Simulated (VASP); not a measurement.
Input:

```
Dy
1.0
    1.79500    -3.10903     0.00000
    1.79500     3.10903     0.00000
    0.00000     0.00000     5.65000
Dy
2
Direct
  0.33333   0.66667   0.25000
  0.66667   0.33333   0.75000
```

Calculation: AM05 GGA, VASP's PBE PAW potentials (set 64) (plane waves; VASP). Run with 520 eV cut-off, 11×11×6 Γ-centred mesh, first-order Methfessel-Paxton smearing of 0.10 eV, potentials Dy_3.

The 4f electrons are frozen in the core of the lanthanide potential, so 4f levels, which can set the real gap, and their magnetism are missing. Energy and stress use the plane-wave basis of the starting cell.

Question: The ions, cell shape and volume are relaxed. Predict the relaxed structure.

Answer: 
```
Dy
1.0
    1.78714    -3.09542     0.00000
    1.78714     3.09542     0.00000
    0.00000     0.00000     5.51094
Dy
2
Direct
  0.33333   0.66667   0.25000
  0.66667   0.33333   0.75000
```
Space group P6_3/mmc (194), at a tolerance of 0.03 Å.

Question: How do energy and volume change from the first to the last step?

Answer: The energy (σ→0) changes by -6.4 meV/atom and the volume by -3.3 %, in 6 ionic steps.

The compound is Dy in the hcp structure. This run relaxes it. Symmetry was kept, so distortions that lower it aren't found.
